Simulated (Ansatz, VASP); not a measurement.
# SiO2 in two plane-wave programs, part 2 of 3

Wanted: the spread between two codes on one cell, functional and k mesh. The cell is taken from a series of runs on this material, whose earlier steps may have relaxed, scaled, displaced or heated it; both programs get it as it stands.

VASP 6.6.1 and Ansatz 0.2.0.

So far: Set-up; VASP: zone-centre phonons, LDA.

## Step 2: VASP: zone-centre phonons, LDA (continued)

Level of this step: LDA; plane waves and PAW (O, Si) (VASP).

OUTCAR, selected parts (step 2):

```text
ion  position               nearest neighbor table
   1  0.696  0.696  0.000-   6 1.75   5 1.76   5 1.76
   2  0.196  0.804  0.500-   5 1.75   6 1.76   6 1.76
   3  0.304  0.304  0.000-   6 1.75   5 1.76   5 1.76
   4  0.804  0.196  0.500-   5 1.75   6 1.76   6 1.76
   5  0.500  0.500  0.500-   2 1.75   4 1.75   3 1.76   1 1.76   1 1.76   3 1.76
   6  0.000  0.000  0.000-   1 1.75   3 1.75   2 1.76   4 1.76   2 1.76   4 1.76

  LATTYP: Found a simple tetragonal cell.
 ALAT       =     4.0718145047
 C/A-ratio  =     0.6609405402

 Subroutine GETGRP returns: Found 16 space group operations
 (whereof  8 operations were pure point group operations)

The static configuration has the point symmetry D_2h.
 The point group associated with its full space group is D_4h.

 Found     75 irreducible k-points:

   k-points           NKPTS =     75   k-points in BZ     NKDIM =     75   number of bands    NBANDS=     22

   dimension x,y,z NGX =    36 NGY =   36 NGZ =   24
   dimension x,y,z NGXF=    72 NGYF=   72 NGZF=   48

   ENCUT  =  600.0 eV  44.10 Ry    6.64 a.u.   8.13  8.13  5.38*2*pi/ulx,y,z

   NELECT =      32.0000    total number of electrons

 k-points in reciprocal lattice and weights: Automatic mesh
   0.00000000  0.00000000  0.00000000       0.002
   0.12500000  0.00000000  0.00000000       0.008
   0.25000000  0.00000000  0.00000000       0.008
   0.37500000  0.00000000  0.00000000       0.008
   0.50000000  0.00000000  0.00000000       0.004
   0.12500000  0.12500000  0.00000000       0.008
   0.25000000  0.12500000  0.00000000       0.016
   0.37500000  0.12500000  0.00000000       0.016
   0.50000000  0.12500000  0.00000000       0.008
[...]
0.50000000  0.37500000  0.50000000       0.008
   0.50000000  0.50000000  0.50000000       0.002

[...]
2     0.29618     3.75752     0.00000
    3     0.00000     0.00000     4.04858

 Eigenvectors and eigenvalues of the dynamical matrix
 ----------------------------------------------------

   1 f  =   29.862203 THz   187.629758 2PiTHz  996.095886 cm-1   123.500094 meV
             X         Y         Z           dx          dy          dz
      2.833721  2.833721  0.000000    -0.353553   -0.353553    0.000000
      0.797814  3.274001  1.345614     0.353553   -0.353553   -0.000000
      1.238093  1.238093  0.000000     0.353553    0.353553    0.000000
      3.274001  0.797814  1.345614    -0.353553    0.353553    0.000000
      2.035907  2.035907  1.345614    -0.000000    0.000000    0.000000
      0.000000  0.000000  0.000000     0.000000   -0.000000    0.000000

   2 f  =   24.963551 THz   156.850616 2PiTHz  832.694428 cm-1   103.240905 meV
             X         Y         Z           dx          dy          dz
      2.833721  2.833721  0.000000     0.408379    0.332797   -0.000000
      0.797814  3.274001  1.345614    -0.238435   -0.028838    0.000000
      1.238093  1.238093  0.000000     0.408379    0.332797   -0.000000
      3.274001  0.797814  1.345614    -0.238435   -0.028838   -0.000000
      2.035907  2.035907  1.345614    -0.398287   -0.380394    0.000000
      0.000000  0.000000  0.000000     0.141737   -0.078466   -0.000000

   3 f  =   24.963551 THz   156.850616 2PiTHz  832.694428 cm-1   103.240905 meV
             X         Y         Z           dx          dy          dz
      2.833721  2.833721  0.000000     0.028838   -0.238435   -0.000000
      0.797814  3.274001  1.345614    -0.332797    0.408379   -0.000000
      1.238093  1.238093  0.000000     0.028838   -0.238435   -0.000000
      3.274001  0.797814  1.345614    -0.332797    0.408379    0.000000
      2.035907  2.035907  1.345614     0.078466    0.141737    0.000000
      0.000000  0.000000  0.000000     0.380394   -0.398287   -0.000000

   4 f  =   23.911736 THz   150.241869 2PiTHz  797.609660 cm-1    98.890950 meV
             X         Y         Z           dx          dy          dz
      2.833721  2.833721  0.000000     0.353553    0.353553    0.000000
      0.797814  3.274001  1.345614     0.353553   -0.353553   -0.000000
      1.238093  1.238093  0.000000    -0.353553   -0.353553    0.000000
      3.274001  0.797814  1.345614    -0.353553    0.353553    0.000000
      2.035907  2.035907  1.345614    -0.000000   -0.000000   -0.000000
      0.000000  0.000000  0.000000     0.000000   -0.000000    0.000000

   5 f  =   23.467115 THz   147.448231 2PiTHz  782.778692 cm-1    97.052145 meV
             X         Y         Z           dx          dy          dz
      2.833721  2.833721  0.000000    -0.000000    0.000000   -0.455004
      0.797814  3.274001  1.345614     0.000000   -0.000000    0.455004
      1.238093  1.238093  0.000000    -0.000000   -0.000000   -0.455004
      3.274001  0.797814  1.345614     0.000000   -0.000000    0.455004
      2.035907  2.035907  1.345614    -0.000000   -0.000000    0.293160
      0.000000  0.000000  0.000000     0.000000    0.000000   -0.293160

   6 f  =   20.129099 THz   126.474860 2PiTHz  671.434476 cm-1    83.247228 meV
             X         Y         Z           dx          dy          dz
      2.833721  2.833721  0.000000    -0.129308   -0.184444   -0.000000
      0.797814  3.274001  1.345614    -0.059677    0.144431   -0.000000
      1.238093  1.238093  0.000000    -0.129308   -0.184444    0.000000
      3.274001  0.797814  1.345614    -0.059677    0.144431    0.000000
      2.035907  2.035907  1.345614     0.011070   -0.591294    0.000000
      0.000000  0.000000  0.000000     0.274243    0.651702    0.000000

   7 f  =   20.129099 THz   126.474860 2PiTHz  671.434476 cm-1    83.247228 meV
             X         Y         Z           dx          dy          dz
      2.833721  2.833721  0.000000    -0.144431   -0.059677   -0.000000
      0.797814  3.274001  1.345614     0.184444   -0.129308   -0.000000
      1.238093  1.238093  0.000000    -0.144431   -0.059677   -0.000000
      3.274001  0.797814  1.345614     0.184444   -0.129308    0.000000
      2.035907  2.035907  1.345614    -0.651702    0.274243    0.000000
      0.000000  0.000000  0.000000     0.591294    0.011070    0.000000

   8 f  =   19.705495 THz   123.813276 2PiTHz  657.304558 cm-1    81.495342 meV
             X         Y         Z           dx          dy          dz
      2.833721  2.833721  0.000000     0.000000    0.000000   -0.341805
      0.797814  3.274001  1.345614    -0.000000    0.000000   -0.341805
      1.238093  1.238093  0.000000     0.000000    0.000000   -0.341805
      3.274001  0.797814  1.345614    -0.000000    0.000000   -0.341805
      2.035907  2.035907  1.345614     0.000000   -0.000000    0.516080
      0.000000  0.000000  0.000000    -0.000000   -0.000000    0.516080

   9 f  =   18.273612 THz   114.816492 2PiTHz  609.542091 cm-1    75.573554 meV
             X         Y         Z           dx          dy          dz
      2.833721  2.833721  0.000000    -0.353553    0.353553    0.000000
      0.797814  3.274001  1.345614     0.353553    0.353553   -0.000000
      1.238093  1.238093  0.000000     0.353553   -0.353553   -0.000000
      3.274001  0.797814  1.345614    -0.353553   -0.353553    0.000000
      2.035907  2.035907  1.345614    -0.000000    0.000000   -0.000000
      0.000000  0.000000  0.000000     0.000000   -0.000000    0.000000

  10 f  =   17.992583 THz   113.050736 2PiTHz  600.167983 cm-1    74.411313 meV
             X         Y         Z           dx          dy          dz
      2.833721  2.833721  0.000000     0.000000   -0.000000   -0.061531
      0.797814  3.274001  1.345614    -0.000000   -0.000000   -0.704425
      1.238093  1.238093  0.000000    -0.000000    0.000000    0.061531
      3.274001  0.797814  1.345614     0.000000    0.000000    0.704425
      2.035907  2.035907  1.345614     0.000000    0.000000    0.000000
      0.000000  0.000000  0.000000    -0.000000   -0.000000    0.000000

  11 f  =   17.992583 THz   113.050736 2PiTHz  600.167983 cm-1    74.411313 meV
             X         Y         Z           dx          dy          dz
      2.833721  2.833721  0.000000     0.000000   -0.000000    0.704425
      0.797814  3.274001  1.345614    -0.000000   -0.000000   -0.061531
      1.238093  1.238093  0.000000    -0.000000    0.000000   -0.704425
      3.274001  0.797814  1.345614     0.000000    0.000000    0.061531
      2.035907  2.035907  1.345614     0.000000   -0.000000    0.000000
      0.000000  0.000000  0.000000     0.000000    0.000000    0.000000

  12 f  =   14.492076 THz    91.056401 2PiTHz  483.403634 cm-1    59.934385 meV
             X         Y         Z           dx          dy          dz
      2.833721  2.833721  0.000000    -0.371953    0.378459    0.000000
      0.797814  3.274001  1.345614    -0.135637   -0.152576    0.000000
      1.238093  1.238093  0.000000    -0.371953    0.378459    0.000000
      3.274001  0.797814  1.345614    -0.135637   -0.152576   -0.000000
      2.035907  2.035907  1.345614     0.372330   -0.145920    0.000000
      0.000000  0.000000  0.000000     0.394272   -0.195226   -0.000000

  13 f  =   14.492076 THz    91.056401 2PiTHz  483.403634 cm-1    59.934385 meV
             X         Y         Z           dx          dy          dz
      2.833721  2.833721  0.000000    -0.152576    0.135637   -0.000000
      0.797814  3.274001  1.345614     0.378459    0.371953   -0.000000
      1.238093  1.238093  0.000000    -0.152576    0.135637   -0.000000
      3.274001  0.797814  1.345614     0.378459    0.371953    0.000000
      2.035907  2.035907  1.345614    -0.195226   -0.394272    0.000000
      0.000000  0.000000  0.000000    -0.145920   -0.372330   -0.000000
    [... 43 further lines ...]
      2.035907  2.035907  1.345614     0.358181   -0.324552   -0.000000
      0.000000  0.000000  0.000000     0.358183   -0.324554   -0.000000

 MACROSCOPIC STATIC DIELECTRIC TENSOR IONIC CONTRIBUTION
 ------------------------------------------------------
           6.273433    -0.000000    -0.000000
          -0.000000     6.273433    -0.000000
          -0.000000    -0.000000     5.593978
 ------------------------------------------------------

 ELASTIC MODULI CONTR FROM IONIC RELAXATION (kBar)
 Direction    XX          YY          ZZ          XY          YZ          ZX
 --------------------------------------------------------------------------------
 XX        -799.6688    502.3852    -37.8793     -0.0000      0.0000     -0.0000
 YY         502.3852   -799.6688    -37.8793     -0.0000     -0.0000      0.0000
 ZZ         -37.8793    -37.8793     -9.6530     -0.0000      0.0000     -0.0000
 XY          -0.0000      0.0000     -0.0000     -0.4259      0.0000     -0.0000
 YZ           0.0000     -0.0000      0.0000      0.0000    -52.7561      0.0000
 ZX          -0.0000      0.0000     -0.0000     -0.0000      0.0000    -69.2790
 --------------------------------------------------------------------------------

 PIEZOELECTRIC TENSOR IONIC CONTR  for field in x, y, z        (C/m^2)
          XX          YY          ZZ          XY          YZ          ZX
  --------------------------------------------------------------------------------
  x     0.00000    -0.00000    -0.00000    -0.00000     0.00000    -0.00000
  y     0.00000    -0.00000    -0.00000     0.00000     0.00000    -0.00000
  z     0.00000    -0.00000    -0.00000    -0.00000     0.00000    -0.00000
```

(Part 2 of 3 ends here.)

[Lines on the potential files, build, host, timing and source positions are cut from VASP's logs without a mark.]

[Logs are printed without paths, hosts, clocks, repeated set-up lines and the standing remarks that a program may print on its own settings, such as how far it seeks lower states.]

[Hosts, paths, dates, database ids (printed as entryN), source tags and the programs' standing remarks are cut or masked in the printed files.]
